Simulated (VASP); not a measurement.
Wanted: the native input for a VASP 6.6.1 run.

```yaml
Task: relaxation of cell and atoms
Functional: PBE
Potentials_or_basis: VASP PAW PBE potentials, release 64 (K_sv, W_sv)
Cutoff: 600 eV
k_mesh: 6 × 6 × 4
Occupations: gaussian, width 0.1 eV
Spin: no spin polarisation
Dipole_correction: no
Further_INCAR_settings: ALGO = Normal; EDIFF = 1e-06; IBRION = 2; EDIFFG = -0.04; NSW = 90; ISIF = 3
```

The structure of KW lies in POSCAR:

```
KW
1.0
    4.0886309200      0.0000000000      0.0000000000
   -2.0443154600      3.5408582400      0.0000000000
    0.0000000000      0.0000000000      5.8557222500
K W
1 1
Direct
    0.0000000000      0.0000000000      0.0000000000
    0.3333333300      0.6666666700      0.5000000000
```

The cell was built by a generator and needn't be a form met in nature.

These files were run (other wordings do the same):

INCAR

```
PREC = Accurate
ENCUT = 600
EDIFF = 1E-6
ISMEAR = 0
SIGMA = 0.1
LREAL = F
LASPH = T
NELM = 60
ALGO = Normal
ISIF = 3
LWAVE = F
LCHARG = F
GGA = PE
IBRION = 2
NSW = 90
EDIFFG = -0.04
```

KPOINTS

```
Automatic mesh
0
Gamma
  6 6 4
```

Potentials or basis: VASP PAW PBE potentials, release 64 (K_sv, W_sv).

The run is started by

```console
$ cat potpaw_PBE.64/K_sv/POTCAR potpaw_PBE.64/W_sv/POTCAR > POTCAR
$ mpirun -np 1 vasp_std > vasp.out
```

It gave:

```
Relaxed volume                         : 22.11 Å³/atom
Relaxed cell                           : a = 2.845 Å, b = 2.845 Å, c = 6.308 Å, α = 90.00°, β = 90.00°, γ = 120.00°
Space group after relaxing (to 0.05 Å) : P-6m2 (No. 187)
Energy gained by relaxing              : 1974.1 meV/atom
Ionic steps                            : 13
Pressure after relaxing                : 0.1 GPa
Band gap on the k mesh                 : none (metal or under the smearing width)
```

Caveat: the volume moved by over 15 % at a fixed basis, so the end points are rough.

Run time: 5.6 min on 1 thread of Intel(R) Xeon(R) 6975P-C (Granite Rapids), on a shared host, peak memory 0.3 GiB.
